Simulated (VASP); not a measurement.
Output of a VASP run:

### OUTCAR
```
 ion  position               nearest neighbor table
   1  0.000  0.000  0.000-   2 2.42   3 2.42   3 2.42   2 2.42   3 2.42   2 2.42
   2  0.333  0.667  0.243-   1 2.42   1 2.42   1 2.42
   3  0.667  0.333  0.757-   1 2.42   1 2.42   1 2.42
  LATTYP: Found a hexagonal cell.
 ALAT       =     3.2233681288
 C/A-ratio  =     1.9731932934
 Subroutine PRICEL returns:
 Original cell was already a primitive cell.
 Subroutine GETGRP returns: Found 12 space group operations
The static configuration has the point symmetry D_3d.
The dynamic configuration has the point symmetry D_3d.
 Subroutine INISYM returns: Found 12 space group operations
 Subroutine IBZKPT returns following result:
 Found     58 irreducible k-points:

 Following reciprocal coordinates:
            Coordinates               Weight
  0.000000  0.000000  0.000000      1.000000
  0.100000 -0.000000  0.000000      6.000000
  0.200000 -0.000000  0.000000      6.000000
  0.300000  0.000000  0.000000      6.000000
  0.400000 -0.000000  0.000000      6.000000
  0.500000  0.000000  0.000000      3.000000
  0.100000  0.100000  0.000000      6.000000
  0.200000  0.100000  0.000000     12.000000
  0.300000  0.100000  0.000000     12.000000
  0.400000  0.100000  0.000000     12.000000
  0.200000  0.200000  0.000000      6.000000
  0.300000  0.200000  0.000000     12.000000
  0.400000  0.200000  0.000000      6.000000
  0.300000  0.300000  0.000000      6.000000
  0.000000  0.000000  0.200000      2.000000
  0.100000 -0.000000  0.200000      6.000000
  0.000000  0.100000  0.200000      6.000000
  0.200000 -0.000000  0.200000      6.000000
  0.000000  0.200000  0.200000      6.000000
  0.300000  0.000000  0.200000      6.000000
  0.000000  0.300000  0.200000      6.000000
  0.400000 -0.000000  0.200000      6.000000
  0.000000  0.400000  0.200000      6.000000
  0.500000  0.000000  0.200000      6.000000
  0.100000  0.100000  0.200000     12.000000
  0.200000  0.100000  0.200000     12.000000
 -0.100000  0.300000  0.200000     12.000000
  0.300000  0.100000  0.200000     12.000000
 -0.100000  0.400000  0.200000     12.000000
  0.400000  0.100000  0.200000     12.000000
 -0.100000  0.500000  0.200000     12.000000
  0.200000  0.200000  0.200000     12.000000
  0.300000  0.200000  0.200000     12.000000
 -0.200000  0.500000  0.200000     12.000000
  0.400000  0.200000  0.200000     12.000000
  0.300000  0.300000  0.200000     12.000000
  0.000000  0.000000  0.400000      2.000000
  0.100000 -0.000000  0.400000      6.000000
  0.000000  0.100000  0.400000      6.000000
  0.200000 -0.000000  0.400000      6.000000
   k-points           NKPTS =     58   k-points in BZ     NKDIM =     58   number of bands    NBANDS=     17
   number of dos      NEDOS =    301   number of ions     NIONS =      3
   total plane-waves  NPLWV =  24192
   dimension x,y,z NGX =    24 NGY =   24 NGZ =   42
   dimension x,y,z NGXF=    48 NGYF=   48 NGZF=   84
   ions per type =               1   2
   PREC   = accura    normal or accurate (medium, high low for compatibility)
   ISTART =      0    job   : 0-new  1-cont  2-samecut
   ICHARG =      2    charge: 1-file 2-atom 10-const
   ISPIN  =      1    spin polarized calculation?
   LNONCOLLINEAR =      F non collinear calculations
   LSORBIT =      F    spin-orbit coupling
   INIWAV =      1    electr: 0-lowe 1-rand  2-diag
   ENCUT  =  400.0 eV  29.40 Ry    5.42 a.u.   5.26  5.26 10.37*2*pi/ulx,y,z
   NELM   =    100;   NELMIN=  2; NELMDL= -5     # of ELM steps
   EDIFF  = 0.1E-05   stopping-criterion for ELM
   LREAL  =      F    real-space projection
   NLSPLINE    = F    spline interpolate recip. space projectors
   LMAXMIX     =    6 max onsite mixed and CHGCAR
   VOSKOWN=      0    Vosko Wilk Nusair interpolation
   EDIFFG = -.2E-01   stopping-criterion for IOM
   NSW    =     60    number of steps for IOM
...
```

File OSZICAR:
```
       N       E                     dE             d eps       ncg     rms          rms(c)
DAV:   1     0.124653495782E+03    0.12465E+03   -0.11991E+04  1980   0.128E+03
DAV:   2    -0.691721945423E+02   -0.19383E+03   -0.19123E+03  2507   0.344E+02
DAV:   3    -0.767356318454E+02   -0.75634E+01   -0.74552E+01  2497   0.675E+01
DAV:   4    -0.768479447391E+02   -0.11231E+00   -0.11215E+00  2563   0.837E+00
DAV:   5    -0.768498823748E+02   -0.19376E-02   -0.19366E-02  2535   0.114E+00    0.271E+01
DAV:   6    -0.714487397836E+02    0.54011E+01   -0.97151E+00  2289   0.274E+01    0.112E+01
DAV:   7    -0.688330686645E+02    0.26157E+01   -0.29552E+00  2301   0.992E+00    0.474E+00
DAV:   8    -0.690984067387E+02   -0.26534E+00   -0.82698E-01  2146   0.605E+00    0.266E+00
DAV:   9    -0.691244302143E+02   -0.26023E-01   -0.14286E-01  2204   0.265E+00    0.449E-01
DAV:  10    -0.691372470826E+02   -0.12817E-01   -0.36170E-02  2087   0.127E+00    0.274E-01
DAV:  11    -0.691398285175E+02   -0.25814E-02   -0.36381E-03  2101   0.506E-01    0.100E-01
DAV:  12    -0.691401392100E+02   -0.31069E-03   -0.57970E-04  2151   0.204E-01    0.415E-02
DAV:  13    -0.691399774914E+02    0.16172E-03   -0.41020E-04  2032   0.188E-01    0.488E-02
DAV:  14    -0.691401688535E+02   -0.19136E-03   -0.25565E-04  1988   0.149E-01    0.202E-02
DAV:  15    -0.691401684972E+02    0.35622E-06   -0.13517E-05  2132   0.336E-02    0.455E-03
DAV:  16    -0.691401732391E+02   -0.47419E-05   -0.20093E-06  1732   0.134E-02    0.500E-03
DAV:  17    -0.691401731574E+02    0.81690E-07   -0.84017E-07  1046   0.859E-03
   1 F= -.69140173E+02 E0= -.69139850E+02  d E =-.691402E+02
```

### OUTCAR
```
------------------------ aborting loop because EDIFF is reached ----------------------------------------
  FORCE on cell =-STRESS in cart. coord.  units (eV):
  Direction    XX          YY          ZZ          XY          YZ          ZX
  --------------------------------------------------------------------------------------
  Total        0.0495135      0.0495135      0.0545931      0.0000000      0.0000000      0.0000000
  in kB        1.3861301      1.3861301      1.5283329      0.0000000      0.0000000      0.0000000
  external PRESSURE =       1.4335310 kB  Pullay stress =       0.0000000 kB
  volume of cell :       57.23
      direct lattice vectors                 reciprocal lattice vectors
     3.223368129  0.000000000  0.000000000     0.310234500  0.179113968  0.000000000
    -1.611684064  2.791518755  0.000000000     0.000000000  0.358227935  0.000000000
     0.000000000  0.000000000  6.360328374     0.000000000  0.000000000  0.157224587
 POSITION                                       TOTAL-FORCE (eV/Angst)
 -----------------------------------------------------------------------------------
      0.00000      0.00000      0.00000        -0.000000      0.000000      0.000000
     -0.00000      1.86101      1.54851        -0.000000      0.000000      0.012053
      1.61169      0.93051      4.81181         0.000000     -0.000000     -0.012053
 -----------------------------------------------------------------------------------
    total drift:                                0.000000      0.000000      0.000000
  FREE ENERGIE OF THE ION-ELECTRON SYSTEM (eV)
  ---------------------------------------------------
  free  energy   TOTEN  =       -69.1401731574 eV

  energy  without entropy=      -69.1392030827  energy(sigma->0) =      -69.13984980

 reached required accuracy - stopping structural energy minimisation
```
(Selected blocks of OUTCAR.)

### POSCAR
```
WS2
1
    3.2233681288     0.0000000000     0.0000000000
   -1.6116840644     2.7915187553    -0.0000000000
    0.0000000000     0.0000000000     6.3603283739
W S
1 2
Direct
  0.0000000000   1.0000000000   0.0000000000
  0.3333330000   0.6666670000   0.2434646115
  0.6666670000   0.3333330000   0.7565353885
```

Reconstruct the remaining input files.

This is not unique; one that fits is the input of the run itself, r2SCAN meta-GGA, plane waves, VASP's PBE PAW potentials (set 64).

INCAR:
```
ALGO = Normal
EDIFF = 1E-6
EDIFFG = -0.02
ENCUT = 400
IBRION = 2
ISIF = 3
ISMEAR = 1
LASPH = .TRUE.
LCHARG = .FALSE.
LMAXMIX = 6
LMIXTAU = .TRUE.
LREAL = .FALSE.
LWAVE = .FALSE.
METAGGA = R2SCAN
NELM = 100
NSW = 60
PREC = Accurate
SIGMA = 0.1
SYSTEM = WS2
```

KPOINTS:
```
K-points
0
Gamma
10 10 5
0 0 0
```

POTCAR, in this order: W_sv S (PBE.64 set). Program: vasp_std.

The structure was generated: WS2 was put into the CdI2 type (P-3m1), which need not be its known phase. It was relaxed first, which changed the volume by -11 %. The start is the result of an earlier pass.
